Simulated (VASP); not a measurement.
**CaTlClF2 with PW91: from relaxation to properties**

Wanted: the relaxed cell of CaTlClF2 and its properties. The steps: rough relaxation of the start cell, relaxing cell and atoms (PW91), second relaxation, density, ELF and potential (PW91), bands along the symmetry lines (PW91), density of states (PW91), electric field gradients (PW91), bands along the symmetry lines (PW91 + SOC), elastic constants (PW91) and bands along the symmetry lines (PW91), changed input. The cell is invented: it takes the structure of a Materials Project entry for CaTlF3 (space group 8 there), with some of its atoms replaced by other elements, volume scaled by an estimate. It may not be a known or stable phase.

Program: VASP 6.6.1. Level of theory: PW91; plane waves and PAW (Tl_d, Ca_sv, Cl, F), in the first sound run; inputs show where later runs differ. Results are calculated unless marked as measured.

### Step 1. The starting structure

Before any relaxation, the start is as follows. Symmetry: Cm, No. 8, monoclinic system. The conventional cell has a = 6.822 Å, b = 6.818 Å, c = 4.820 Å, α = 90.00°, β = 90.10°, γ = 90.00°. Nearest to Tl lie 1 Cl at 3.28 Å and 2 F at 3.34 Å. Ca has 4 F at 2.41 Å and 2 Cl at 2.41 Å nearest. Cl has 2 Ca at 2.41 Å nearest. F has 2 Ca at 2.41 Å nearest. It derives from CaTlF3. it takes the structure of a Materials Project entry for CaTlF3 (space group 8 there), with some of its atoms replaced by other elements, volume scaled by an estimate. Farther neighbours and most contacts between anions are not listed.

As a file:

```xyz
5
Lattice="3.4111 -3.4089 0.0000 3.4111 3.4089 0.0000 -0.0087 0.0000 4.8201" Properties=species:S:1:pos:R:3 pbc="T T T"
Tl    0.0475    0.0000    4.7905
Ca    3.4133    0.0000    2.3492
Cl    3.3241    0.0000    4.7571
F     1.6977   -1.6979    2.3286
F     1.6977    1.6979    2.3286
```

### Step 2. Rough relaxation of the start cell

The start is only an estimate, so a cheap relaxation brings it near a minimum before any careful run. PW91 is the forerunner of PBE and gives much the same.

INCAR

```
SYSTEM = CaTlClF2
PREC = Normal
ENCUT = 520
EDIFF = 1E-05
NELM = 60
ISMEAR = -1
SIGMA = 0.05
LREAL = .FALSE.
ALGO = Fast
GGA = 91
NBANDS = 28
LORBIT = 11
LWAVE = .FALSE.
LCHARG = .FALSE.
KPAR = 2
IBRION = 2
NSW = 40
ISIF = 3
EDIFFG = -0.04
```

POSCAR

```
CaTlClF2
1.0
    3.4111000000     -3.4088890000      0.0000000000
    3.4111000000      3.4088890000      0.0000000000
   -0.0086780000      0.0000000000      4.8200580000
Tl Ca Cl F
1 1 1 2
Direct
    0.0082270000      0.0082270000      0.9938600000
    0.5009450000      0.5009450000      0.4873760000
    0.4884990000      0.4884990000      0.9869470000
    0.4984940000      0.0004210000      0.4830970000
    0.0004210000      0.4984940000      0.4830970000
```

KPOINTS

```
Automatic mesh
0
Gamma
4 4 4
0 0 0
```

PAW data sets: Tl_d, Ca_sv, Cl and F (PBE family, release 64).

Run with:

```sh
> mpirun -np 2 vasp_std
```

Output:

```text
[banner, memory and clock lines left out]
running    2 mpi-ranks, on    1 nodes
[...]
|                                                                             |
|               ----> ADVICE to this user running VASP <----                  |
|                                                                             |
|     You enforced a specific xc type in the INCAR file but a different       |
|     [... a line on the potential file left out ...]
|     I HOPE YOU KNOW WHAT YOU ARE DOING!                                     |
|                                                                             |

 LDA part: xc-table for (Slater(with rela. corr.)+CA(PZ))
 , standard interpolation
 POSCAR, INCAR and KPOINTS ok, starting setup
[...]
entering main loop
       N       E                     dE             d eps       ncg     rms          rms(c)
DAV:   1     0.372492423541E+03    0.37249E+03   -0.23036E+04  1344   0.147E+03
DAV:   2    -0.309941727924E+00   -0.37280E+03   -0.36566E+03  1720   0.373E+02
DAV:   3    -0.236881676274E+02   -0.23378E+02   -0.23314E+02  1592   0.936E+01
DAV:   4    -0.251723475796E+02   -0.14842E+01   -0.14833E+01  2516   0.141E+01
[...]
RMM:  15    -0.221279457904E+02   -0.24955E-04   -0.24802E-04  1319   0.475E-02    0.752E-03
RMM:  16    -0.221279602813E+02   -0.14491E-04   -0.16314E-04  1192   0.327E-02    0.565E-03
RMM:  17    -0.221279663847E+02   -0.61034E-05   -0.64507E-05   999   0.218E-02
   1 F= -.22127966E+02 E0= -.22127966E+02  d E =-.221280E+02
[... from here on, the cycles between the ionic steps are left out ...]
   2 F= -.22809552E+02 E0= -.22809552E+02  d E =-.681586E+00
   4 F= -.22908640E+02 E0= -.22908640E+02  d E =-.780674E+00
   7 F= -.22940529E+02 E0= -.22940529E+02  d E =-.195893E-02
[...]
WARNING in EDDRMM: call to ZHEGV failed, returncode =   8  4     14
  10 F= -.22948338E+02 E0= -.22948338E+02  d E =-.509500E-02
  13 F= -.22950703E+02 E0= -.22950703E+02  d E =-.209293E-02
  16 F= -.22965781E+02 E0= -.22965781E+02  d E =-.150781E-01
  19 F= -.23002564E+02 E0= -.23002564E+02  d E =-.518607E-01
  22 F= -.23005261E+02 E0= -.23005261E+02  d E =-.159116E-02
  25 F= -.23007471E+02 E0= -.23007471E+02  d E =-.380060E-02
  28 F= -.23007553E+02 E0= -.23007553E+02  d E =-.388243E-02
  31 F= -.23014878E+02 E0= -.23014878E+02  d E =-.732491E-02
  34 F= -.23058429E+02 E0= -.23058429E+02  d E =-.508762E-01
  37 F= -.23072667E+02 E0= -.23072667E+02  d E =-.136251E-01
  39 F= -.23077080E+02 E0= -.23077080E+02  d E =-.180382E-01
  40 F= -.23082377E+02 E0= -.23082377E+02  d E =-.529711E-02
 trial-energy change:   -0.005297  1 .order   -0.005432   -0.006238   -0.004626
 step:   2.2057(harm=  2.2057)  dis= 0.03598  next Energy=   -23.089149 (dE=-0.121E-01)
```

Elapsed: 7.2 min, on 2 MPI ranks of AMD EPYC 7R43, shared host; peak memory 0.42 GiB.

Lines that name or quote the potential files are left out of all logs, and their timing lines are given in words.

Parts of OUTCAR (step 2):

```text
 k-point     1 :       0.0000    0.0000    0.0000
  band No.  band energies     occupation
    ...
     18      -1.6687      2.00000
     19      -1.5905      2.00000
     20      -1.0694      2.00000
     21      -1.0379      2.00000
     22      -0.9766      2.00000
     23       5.5659      0.00000
     24       6.4294      0.00000
     25       6.4796      0.00000
     26       6.9360      0.00000
     27       7.3144      0.00000
    ...

  Total       -0.4000937     -0.1392724     -0.5235429      0.0000000      0.0000000     -0.1913019
  in kB       -5.6106960     -1.9530795     -7.3418807      0.0000000      0.0000000     -2.6827141
  external PRESSURE =      -4.9685521 kB  Pullay stress =       0.0000000 kB

 POSITION                                       TOTAL-FORCE (eV/Angst)
 -----------------------------------------------------------------------------------
      6.37921      0.00000      0.70642         0.065052      0.000000      0.019149
      3.19611      0.00000      2.76044        -0.015820      0.000000      0.005312
      3.37967      0.00000      5.49428        -0.102626      0.000000      0.015491
      4.82283      1.56110      2.53186         0.026697      0.071645     -0.019976
      4.82283     -1.56110      2.53186         0.026697     -0.071645     -0.019976
 -----------------------------------------------------------------------------------
    total drift:                               -0.011106     -0.000000     -0.016621

  FREE ENERGIE OF THE ION-ELECTRON SYSTEM (eV)
  ---------------------------------------------------
  free  energy   TOTEN  =       -23.0823767483 eV

  energy  without entropy=      -23.0823767483  energy(sigma->0) =      -23.08237675

[... 19 further parts left out ...]
[key lines of the parts left out:]
E-fermi :   1.5666
```

The relaxation used up its NSW steps before forces and stress met EDIFFG.

The next step goes on from the cell that it reached.

### Step 3. Relaxing cell and atoms (PW91)

Properties are meant for the cell that this level of theory prefers, so cell and atoms are relaxed first (ISIF = 3) until forces and stress are small; EDIFFG sets the threshold.

INCAR

```
SYSTEM = CaTlClF2
PREC = Accurate
ENCUT = 520
EDIFF = 1E-06
NELM = 100
ISMEAR = -1
SIGMA = 0.05
LREAL = .FALSE.
ALGO = Normal
GGA = 91
NBANDS = 28
LORBIT = 11
LWAVE = .FALSE.
LCHARG = .FALSE.
KPAR = 2
IBRION = 2
NSW = 60
ISIF = 3
EDIFFG = -0.01
```

POSCAR

```
CaTlClF2
1.0
    3.2046406333     -3.1750014137      0.0506681513
    3.2046406333      3.1750014137      0.0506681513
    0.0780642171      0.0000000000      5.6156209333
Tl Ca Cl F
1 1 1 2
Direct
    0.9939947965      0.9939947965      0.1078589203
    0.4927900226      0.4927900226      0.4826714141
    0.5155051221      0.5155051221      0.9690904874
    0.5013062547      0.9929898041      0.4373780891
    0.9929898041      0.5013062547      0.4373780891
```

KPOINTS

```
Automatic mesh
0
Gamma
5 5 4
0 0 0
```

Run with:

```sh
> mpirun -np 2 vasp_std
```

Output:

```text
[banner, memory and clock lines left out]
running    2 mpi-ranks, on    1 nodes
 distrk:  each k-point on    1 cores,    2 groups
 distr:  one band on    1 cores,    1 groups

 POSCAR found type information on POSCAR TlCaClF
 POSCAR found :  4 types and       5 ions
 [... a notice as in an earlier step ...]

 LDA part: xc-table for (Slater(with rela. corr.)+CA(PZ))
 , standard interpolation
 POSCAR, INCAR and KPOINTS ok, starting setup
 FFT: planning ... GRIDC
 FFT: planning ... GRID_SOFT
 FFT: planning ... GRID
 WAVECAR not read
 entering main loop
       N       E                     dE             d eps       ncg     rms          rms(c)
DAV:   1     0.366186193170E+03    0.36619E+03   -0.22647E+04  1848   0.146E+03
DAV:   2     0.656662956256E+00   -0.36553E+03   -0.35759E+03  2268   0.370E+02
DAV:   3    -0.243199580291E+02   -0.24977E+02   -0.24881E+02  2236   0.951E+01
DAV:   4    -0.257477269392E+02   -0.14278E+01   -0.14263E+01  3436   0.144E+01
DAV:   5    -0.257640948457E+02   -0.16368E-01   -0.16367E-01  2328   0.136E+00    0.937E+00
DAV:   6    -0.232702776022E+02    0.24938E+01   -0.10940E+01  2104   0.210E+01    0.401E+00
DAV:   7    -0.231878527932E+02    0.82425E-01   -0.71270E-01  2468   0.547E+00    0.244E+00
DAV:   8    -0.231320265847E+02    0.55826E-01   -0.21860E-01  2380   0.346E+00    0.452E-01
DAV:   9    -0.231345303579E+02   -0.25038E-02   -0.55424E-02  2540   0.144E+00    0.221E-01
DAV:  10    -0.231361623282E+02   -0.16320E-02   -0.72339E-03  2120   0.510E-01    0.118E-01
DAV:  11    -0.231366591910E+02   -0.49686E-03   -0.83697E-04  2348   0.150E-01    0.487E-02
DAV:  12    -0.231368965440E+02   -0.23735E-03   -0.28532E-04  2080   0.922E-02    0.126E-02
DAV:  13    -0.231369068819E+02   -0.10338E-04   -0.36129E-05  2580   0.354E-02    0.569E-03
DAV:  14    -0.231369092760E+02   -0.23940E-05   -0.36654E-06  1828   0.136E-02    0.267E-03
DAV:  15    -0.231369102218E+02   -0.94580E-06   -0.27479E-06  1856   0.105E-02
   1 F= -.23136910E+02 E0= -.23136910E+02  d E =-.231369E+02
 curvature:   0.00 expect dE= 0.000E+00 dE for cont linesearch  0.000E+00
 trial: gam= 0.00000 g(F)=  0.137E-02 g(S)=  0.517E-02 ort = 0.000E+00 (trialstep = 0.100E+01)
 search vector abs. value=  0.654E-02
 bond charge predicted
       N       E                     dE             d eps       ncg     rms          rms(c)
DAV:   1    -0.231573637838E+02   -0.20455E-01   -0.11873E+00  1848   0.765E+00    0.775E-01
DAV:   2    -0.231468626957E+02    0.10501E-01   -0.31634E-02  2104   0.128E+00    0.381E-01
DAV:   3    -0.231429969212E+02    0.38658E-02   -0.48873E-03  2140   0.535E-01    0.147E-01
DAV:   4    -0.231425002630E+02    0.49666E-03   -0.14106E-03  2836   0.293E-01    0.479E-02
DAV:   5    -0.231424833791E+02    0.16884E-04   -0.20678E-04  2312   0.106E-01    0.247E-02
DAV:   6    -0.231424845499E+02   -0.11708E-05   -0.25950E-05  2324   0.362E-02    0.916E-03
DAV:   7    -0.231424850140E+02   -0.46405E-06   -0.45345E-06  2176   0.152E-02
   2 F= -.23142485E+02 E0= -.23142485E+02  d E =-.557479E-02
[... from here on, the cycles between the ionic steps are left out ...]
   3 F= -.23148498E+02 E0= -.23148498E+02  d E =-.115873E-01
   4 F= -.23150998E+02 E0= -.23150998E+02  d E =-.250007E-02
   5 F= -.23154256E+02 E0= -.23154256E+02  d E =-.575848E-02
   6 F= -.23156088E+02 E0= -.23156088E+02  d E =-.183245E-02
   7 F= -.23156242E+02 E0= -.23156242E+02  d E =-.198633E-02
   8 F= -.23156617E+02 E0= -.23156617E+02  d E =-.374349E-03
   9 F= -.23156652E+02 E0= -.23156652E+02  d E =-.409767E-03
  10 F= -.23156882E+02 E0= -.23156882E+02  d E =-.230305E-03
  11 F= -.23156899E+02 E0= -.23156899E+02  d E =-.247023E-03
 curvature:  -2.84 expect dE=-0.154E-03 dE for cont linesearch -0.286E-08
 trial: gam= 0.10466 g(F)=  0.137E-04 g(S)=  0.404E-04 ort =-0.811E-06 (trialstep = 0.163E+01)
 search vector abs. value=  0.610E-04
 bond charge predicted
       N       E                     dE             d eps       ncg     rms          rms(c)
DAV:   1    -0.231573543943E+02   -0.45566E-03   -0.28296E-02  1848   0.120E+00    0.130E-01
DAV:   2    -0.231570640248E+02    0.29037E-03   -0.99479E-04  2044   0.224E-01    0.587E-02
DAV:   3    -0.231569781306E+02    0.85894E-04   -0.11734E-04  2160   0.842E-02    0.261E-02
DAV:   4    -0.231569651287E+02    0.13002E-04   -0.43534E-05  3064   0.490E-02    0.918E-03
DAV:   5    -0.231569652981E+02   -0.16939E-06   -0.58224E-06  2172   0.183E-02
  12 F= -.23156965E+02 E0= -.23156965E+02  d E =-.661899E-04
 trial-energy change:   -0.000066  1 .order   -0.000070   -0.000088   -0.000053
 step:   4.0633(harm=  4.0633)  dis= 0.00112  next Energy=   -23.157009 (dE=-0.110E-03)
 reached required accuracy - stopping structural energy minimisation
```

Run time: 5.6 min. Hardware: 2 MPI ranks; peak memory 0.52 GiB.

Parts of OUTCAR (step 3):

```text
  LATTYP: Found a base centered monoclinic cell.
 ALAT       =     6.4100823240
 B/A-ratio  =     0.9906273440
 C/A-ratio  =     0.8761453003
 COS(beta)  =    -0.0297055471

The static configuration has the point symmetry C_1h.

 Found     33 irreducible k-points:

   k-points           NKPTS =     33   k-points in BZ     NKDIM =     33   number of bands    NBANDS=     28

   dimension x,y,z NGX =    36 NGY =   36 NGZ =   42
   dimension x,y,z NGXF=    72 NGYF=   72 NGZF=   84

   ENCUT  =  520.0 eV  38.22 Ry    6.18 a.u.   8.39  8.39 10.44*2*pi/ulx,y,z

   NELECT =      44.0000    total number of electrons

 E-fermi :   1.3782

 k-point     1 :       0.0000    0.0000    0.0000
  band No.  band energies     occupation
    ...
     18      -1.7988      2.00000
     19      -1.6074      2.00000
     20      -1.1117      2.00000
     21      -1.0440      2.00000
     22      -1.0406      2.00000
     23       5.4002      0.00000
     24       6.4342      0.00000
     25       6.4376      0.00000
     26       6.6959      0.00000
     27       7.2404      0.00000
    ...

 k-point     2 :       0.2000   -0.0000    0.0000
  band No.  band energies     occupation
    ...
     18      -1.8842      2.00000
     19      -1.7169      2.00000
     20      -1.1482      2.00000
     21      -0.9752      2.00000
     22      -0.4392      2.00000
     23       5.3099      0.00000
     24       5.9501      0.00000
     25       6.4470      0.00000
     26       7.0753      0.00000
     27       7.1413      0.00000
    ...

  Total        0.0105435      0.0401805     -0.0183886      0.0000000      0.0000000     -0.0071171
  in kB        0.1460535      0.5566013     -0.2547290      0.0000000      0.0000000     -0.0985895
  external PRESSURE =       0.1493086 kB  Pullay stress =       0.0000000 kB

  energy-cutoff  :      520.00
  volume of cell :      115.66
      direct lattice vectors                 reciprocal lattice vectors
     3.167472401 -3.164263029  0.015175840     0.157856003 -0.158014677 -0.000298614
     3.167472401  3.164263029  0.015175840     0.157856003  0.158014677 -0.000298614
     0.010914868  0.000000000  5.769924415    -0.000830374  0.000000000  0.173314066

 POSITION                                       TOTAL-FORCE (eV/Angst)
 -----------------------------------------------------------------------------------
      0.01070      0.00000      0.64841        -0.006373      0.000000     -0.005422
      3.16219      0.00000      2.82532        -0.000075      0.000000     -0.002308
      3.18640      0.00000      5.59380        -0.003326      0.000000     -0.003027
      4.74151      1.58713      2.52721         0.004886     -0.002672      0.005379
      4.74151     -1.58713      2.52721         0.004886      0.002672      0.005379
 -----------------------------------------------------------------------------------
    total drift:                                0.000336      0.000000     -0.000316

  FREE ENERGIE OF THE ION-ELECTRON SYSTEM (eV)
  ---------------------------------------------------
  free  energy   TOTEN  =       -23.1569652981 eV

  energy  without entropy=      -23.1569652981  energy(sigma->0) =      -23.15696530

 reached required accuracy - stopping structural energy minimisation

 total charge
# of ion       s       p       d       tot
------------------------------------------
    1        1.331   0.101   9.675  11.107
    2        2.023   5.866   0.222   8.111
    3        1.597   3.548   0.000   5.146
    4        1.732   4.355   0.000   6.087
    5        1.732   4.355   0.000   6.087
--------------------------------------------------
tot          8.416  18.225   9.897  36.538

[... 1 part as in an earlier step ...]

[... 7 further parts left out ...]
```

CONTCAR:

```
CaTlClF2
   1.00000000000000
     3.1674724006362367   -3.1642630292750167    0.0151758401384563
     3.1674724006362367    3.1642630292750167    0.0151758401384563
     0.0109148675742314    0.0000000000000000    5.7699244154877247
  Tl              Ca              Cl              F
     1     1     1     2
Direct
     0.0014957692580688    0.0014957692580688    0.1123690822291271
     0.4983270138986906    0.4983270138986906    0.4870411417553293
     0.5013213719078274    0.5013213719078274    0.9668390796962616
     0.4969311726954765    0.9985106722399304    0.4340638481596433
     0.9985106722399304    0.4969311726954765    0.4340638481596433
```

The gap is read on the k-mesh alone, so it is an upper bound where the band edges lie off the mesh. The PAW data sets were made with PBE, which is usual practice but a small mismatch for other functionals. The run keeps the 2 symmetry operations of its start, so it cannot find a distortion of lower symmetry.

Relaxation path:

| step | energy less that of the first step (eV) | largest force (eV/Å) | pressure (GPa) | volume (Å³) |
| --- | --- | --- | --- | --- |
| 1 | 0.0000 | 0.1024 | 0.15 | 114.25 |
| 2 | -0.0056 | 0.1003 | 0.09 | 114.61 |
| 3 | -0.0116 | 0.1357 | -0.02 | 115.48 |
| 4 | -0.0141 | 0.0924 | -0.04 | 115.56 |
| 5 | -0.0173 | 0.0804 | -0.05 | 115.77 |
| 6 | -0.0192 | 0.0392 | 0.02 | 115.58 |
| 7 | -0.0193 | 0.0443 | 0.06 | 115.50 |
| 8 | -0.0197 | 0.0351 | -0.06 | 115.83 |
| 9 | -0.0197 | 0.0304 | -0.11 | 115.99 |
| 10 | -0.0200 | 0.0079 | -0.04 | 115.80 |
| 11 | -0.0200 | 0.0092 | -0.01 | 115.73 |
| 12 | -0.0201 | 0.0084 | 0.01 | 115.66 |

| cell as run | before | after | change |
| --- | --- | --- | --- |
| a (Å) | 4.511 | 4.477 | -0.8 % |
| b (Å) | 4.511 | 4.477 | -0.8 % |
| c (Å) | 5.616 | 5.770 | +2.7 % |
| α (°) | 88.79 | 89.73 | +1.1 % |
| β (°) | 88.79 | 89.73 | +1.1 % |
| γ (°) | 89.46 | 89.94 | +0.5 % |
| volume (Å³/atom) | 22.85 | 23.13 | +1.2 % |

The atoms that moved most (Å, as changes of fractional coordinates times the final cell):

| atom | dx | dy | dz | length |
| --- | --- | --- | --- | --- |
| Cl3 | -0.090 | 0.000 | -0.013 | 0.091 |
| Tl1 | 0.048 | 0.000 | 0.026 | 0.054 |
| Ca2 | 0.035 | 0.000 | 0.025 | 0.043 |
| F4 | 0.004 | 0.031 | -0.019 | 0.037 |
| F5 | 0.004 | -0.031 | -0.019 | 0.037 |

The relaxed structure:

```
Tl Ca Cl F
1.0
     3.16747   -3.16426    0.01518
     3.16747    3.16426    0.01518
     0.01091    0.00000    5.76992
Tl Ca Cl F
1 1 1 2
Direct
  0.00150 0.00150 0.11237
  0.49833 0.49833 0.48704
  0.50132 0.50132 0.96684
  0.49693 0.99851 0.43406
  0.99851 0.49693 0.43406
```

Numbers from this step:

| Item | Value |
| --- | --- |
| electrons | 44 |
| bands | 28 |
| irreducible k-points | 33 |
| symmetry operations | 2 |
| free energy (TOTEN) | -23.16 eV |
| Fermi energy | 1.378 eV |
| pressure | 0.01493 GPa |
| metallic | no |
| valence top at k | 0.4, 0, 0 |
| conduction bottom at k | 0, 0, 0.5 |
| least direct gap at k | 0.4, 0, 0 |
| SCF cycles over all ionic steps | 92 |
| gap on the k-mesh | 3.928 eV |
| least direct gap on the k-mesh | 4.293 eV |

It ends with a largest force of 0.008 eV/Å and a pressure of 0.01 GPa.

[end of part 1 of 7]

[Lines on the potential files, build, host, timing and source positions are cut from VASP's logs without a mark.]

[Logs are printed without paths, hosts, clocks, repeated set-up lines and the standing remarks that a program may print on its own settings, such as how far it seeks lower states.]

[Hosts, paths, dates, database ids (printed as entryN), source tags and the programs' standing remarks are cut or masked in the printed files.]

[A measured line is paired with the nearest computed mode of its activity, which favours agreement.]
